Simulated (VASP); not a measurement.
Level of theory: PBEsol GGA, VASP's PBE PAW potentials (set 64) (plane waves; VASP 6.6.1).

A VASP calculation is set up with these files.

File POSCAR:
```
Lu3AlN
1
    4.6031400000     0.0000000000     0.0000000000
    0.0000000000     4.6031400000     0.0000000000
    0.0000000000     0.0000000000     4.6031400000
Lu Al N
3 1 1
Direct
  0.4954360000   0.5079800000  -0.0014830000
 -0.0038470000   0.4882230000   0.5008770000
  0.4865330000  -0.0008610000   0.4959430000
 -0.0004290000  -0.0119650000   0.0004070000
  0.5223060000   0.5166220000   0.5042560000
```

File KPOINTS:
```
kpoints
0
gamma
4 4 4
0 0 0
```

INCAR:
```
SYSTEM  =  Lu3AlN
PREC  =  Accurate; ENCUT  =  400; LREAL  =  .FALSE.
LASPH  =  .TRUE.
EDIFF  =  1E-6; NELM  =  100; ALGO  =  Normal
LMAXMIX  =  6
ISMEAR  =  -1; SIGMA  =  0.136
GGA  =  PS
ISIF  =  2
LWAVE  =  .FALSE.; LCHARG  =  .FALSE.
```

POTCAR, in this order: Lu_3 Al N (PBE.64 set). Program: vasp_std.

Output

OSZICAR:
```
       N       E                     dE             d eps       ncg     rms          rms(c)
DAV:   1     0.179626058112E+03    0.17963E+03   -0.13727E+04  2906   0.159E+03
DAV:   2    -0.432139158235E+01   -0.18395E+03   -0.17943E+03  2843   0.977E+02
DAV:   3    -0.313998937651E+02   -0.27079E+02   -0.25888E+02  2801   0.231E+02
DAV:   4    -0.349741334944E+02   -0.35742E+01   -0.33787E+01  2768   0.412E+01
DAV:   5    -0.353029304836E+02   -0.32880E+00   -0.30895E+00  2808   0.124E+01    0.414E+01
DAV:   6    -0.325326281639E+02    0.27703E+01   -0.22086E+01  2936   0.324E+01    0.320E+01
DAV:   7    -0.324476939060E+02    0.84934E-01   -0.17696E+00  2776   0.948E+00    0.157E+01
DAV:   8    -0.324323482590E+02    0.15346E-01   -0.16822E-01  2496   0.619E+00    0.870E-01
DAV:   9    -0.324339311505E+02   -0.15829E-02   -0.67844E-02  2680   0.186E+00    0.464E-01
DAV:  10    -0.324329578627E+02    0.97329E-03   -0.16915E-02  2736   0.133E+00    0.142E-01
DAV:  11    -0.324327110167E+02    0.24685E-03   -0.28396E-03  2736   0.466E-01    0.363E-02
DAV:  12    -0.324327231975E+02   -0.12181E-04   -0.18971E-04  2608   0.119E-01    0.216E-02
DAV:  13    -0.324327196087E+02    0.35888E-05   -0.36753E-05  2120   0.610E-02    0.734E-03
DAV:  14    -0.324327197202E+02   -0.11153E-06   -0.60185E-06  1424   0.262E-02
   1 F= -.32432720E+02 E0= -.32376059E+02  d E =-.113322E+00
```

### OUTCAR
```
------------------------ aborting loop because EDIFF is reached ----------------------------------------
  FORCE on cell =-STRESS in cart. coord.  units (eV):
  Direction    XX          YY          ZZ          XY          YZ          ZX
  --------------------------------------------------------------------------------------
  Total       -0.7058596     -1.1003135     -1.3162156     -0.2362472     -0.0073013     -0.0232378
  in kB      -11.5948829    -18.0744242    -21.6209651     -3.8807414     -0.1199358     -0.3817180
  external PRESSURE =     -17.0967574 kB  Pullay stress =       0.0000000 kB
  volume of cell :       97.54
      direct lattice vectors                 reciprocal lattice vectors
     4.603140000  0.000000000  0.000000000     0.217243012  0.000000000  0.000000000
     0.000000000  4.603140000  0.000000000     0.000000000  0.217243012  0.000000000
     0.000000000  0.000000000  4.603140000     0.000000000  0.000000000  0.217243012
 POSITION                                       TOTAL-FORCE (eV/Angst)
 -----------------------------------------------------------------------------------
      2.28056      2.33830      4.59631         0.218811     -0.202882      0.142667
      4.58543      2.24736      2.30561         0.514848      0.400106     -0.028090
      2.23958      4.59918      2.28290         0.480845      0.339998      0.130048
      4.60117      4.54806      0.00187         0.039698      0.287886     -0.002864
      2.40425      2.37808      2.32116        -1.254202     -0.825108     -0.241761
 -----------------------------------------------------------------------------------
    total drift:                               -0.000026     -0.000012     -0.000128
  FREE ENERGIE OF THE ION-ELECTRON SYSTEM (eV)
  ---------------------------------------------------
  free  energy   TOTEN  =       -32.4327197202 eV

  energy  without entropy=      -32.3193980366  energy(sigma->0) =      -32.37605888
```
(Selected blocks of OUTCAR.)

OUTCAR:
```
 val. band max:        4.3370098921   @ k =   0.0000   0.5000   0.0000

 cond. band min:       4.4492914437   @ k =   0.0000   0.0000   0.5000


 Fermi energy:         4.4489706281

 k-point     1 :       0.0000    0.0000    0.0000
  band No.  band energies     occupation
      1     -22.4955      2.00000
      2     -22.4786      2.00000
      3     -22.4740      2.00000
      4     -22.0695      2.00000
      5     -22.0596      2.00000
      6     -22.0557      2.00000
      7     -21.8487      2.00000
      8     -21.8450      2.00000
      9     -21.8380      2.00000
     10     -10.7337      2.00000
     11      -2.4711      2.00000
     12       1.4651      2.00000
     13       1.5677      2.00000
     14       1.6518      2.00000
     15       2.9354      1.99997
     16       2.9432      1.99997
     17       3.6971      1.99208
     18       3.8057      1.98250
     19       3.9003      1.96522
     20       5.5565      0.00058
     21       5.5972      0.00043

 k-point     2 :       0.2500    0.0000    0.0000
  band No.  band energies     occupation
      1     -22.4387      2.00000
      2     -22.4276      2.00000
      3     -22.4146      2.00000
      4     -22.0916      2.00000
      5     -22.0724      2.00000
      6     -22.0603      2.00000
      7     -21.9695      2.00000
      8     -21.8809      2.00000
      9     -21.8734      2.00000
     10     -10.4101      2.00000
     11      -2.0419      2.00000
     12       0.4409      2.00000
     13       1.3629      2.00000
     14       1.3699      2.00000
     15       2.0921      2.00000
     16       3.5672      1.99695
     17       3.6177      1.99558
     18       3.6741      1.99331
     19       3.9747      1.94064
     20       5.3868      0.00202
     21       6.2375      0.00000

 k-point     3 :       0.0000    0.2500    0.0000
  band No.  band energies     occupation
      1     -22.4415      2.00000
      2     -22.4230      2.00000
      3     -22.4127      2.00000
...
```

At this cut-off the stress carries a Pulay error, which pulls relaxed volumes low.

The structure comes from a computed database's Lu3AlN entry; how it stands against other phases isn't given here. The cell was not relaxed at this level, atoms are displaced from their ideal sites. The k-mesh is coarse (spacing up to 0.34 per Å, 2π included), so the numbers may not be converged in it. The electron count is odd and the run is not spin-polarised, which forces a metal.
